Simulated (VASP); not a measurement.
Data:

```
CELL_PARAMETERS angstrom
      2.91837     0.00000     0.00000
      0.00000     2.91837     0.00000
      0.00000     0.00000     2.91837
ATOMIC_POSITIONS crystal
  Al 0.50000 0.50000 0.50000
  Ni 0.00000 0.00000 0.00000
```

The numbers are results of PBE GGA with D4 dispersion, VASP's PBE PAW potentials (set 64) (plane waves; VASP 6.6.1), not measurements. Numerical set-up: 520 eV cut-off, 13×13×13 Γ-centred mesh, first-order Methfessel-Paxton smearing of 0.10 eV, potentials Al Ni.

The job: NiAl (CsCl type), 2 atoms, PBE-D4, static run, 520 eV, 13×13×13 Γ-centred mesh. Roughly how much core time does it take on a busy server core?

About 7 core-seconds (one run on a shared machine, a rough figure). It had 84 irreducible k-points, 10 bands, up to 691 plane waves and 14 electronic steps.

The compound is NiAl in the CsCl type structure. This cell is one point of a volume scan, at 1.06 of the reference volume.
